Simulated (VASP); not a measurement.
VASP ran on this input.

**POSCAR**
```
AlN
1
    0.0000000000     2.1616076932     2.1616076932
    2.1616076932     0.0000000000     2.1616076932
    2.1616076932     2.1616076932     0.0000000000
Al N
1 1
Direct
  0.0000000000   0.0000000000   0.0000000000
  0.2500000000   0.2500000000   0.2500000000
```

INCAR:
```
ALGO  =  Normal
EDIFF  =  1E-7
ENCUT  =  520
GGA  =  PE
ISIF  =  2
ISMEAR  =  0
IVDW  =  13
LASPH  =  .True.
LCHARG  =  .False.
LREAL  =  .False.
LWAVE  =  .False.
NELM  =  100
PREC  =  Accurate
SIGMA  =  0.05
SYSTEM  =  AlN
```

File KPOINTS:
```
K-points
0
Gamma
 10 10 10
0 0 0
```

POTCAR, in this order: Al N (PBE.64 set). Program: vasp_std.

### Question
Translate this PBE-D4 calculation to Ansatz.

### Answer
One equivalent input (not run):
Ansatz 0.2 input:
```yaml
crystal:
  lattice:
    - [0.0000000, 2.1616077, 2.1616077]
    - [2.1616077, 0.0000000, 2.1616077]
    - [2.1616077, 2.1616077, 0.0000000]
  atoms:
    - { symbol: Al, position: [0.0000000, 0.0000000, 0.0000000] }
    - { symbol: N, position: [0.2500000, 0.2500000, 0.2500000] }
kpoints:
  mp_grid: { grid: [10, 10, 10] }
hamiltonian:
  xc: pbe
  dispersion: d4
  pseudopotentials: { kind: paw }
scf:
  occupations: { method: gaussian, width: 0.05 }
  max_iter: 100
output: { forces: true, stress: true, eigenvalues: true }
```
What does not carry over: each code has its own PAW files, so the cut-off isn't converted (ENCUT is set for VASP's; basis.ecutwfc is left out, and Ansatz then takes the one that its files recommend); Ansatz stops its SCF on the density residual and VASP on the energy change (EDIFF).

The compound is AlN in the zinc blende structure, a metastable form; wurtzite is the usual one. This cell is one point of a volume scan, at 0.97 of the reference volume.
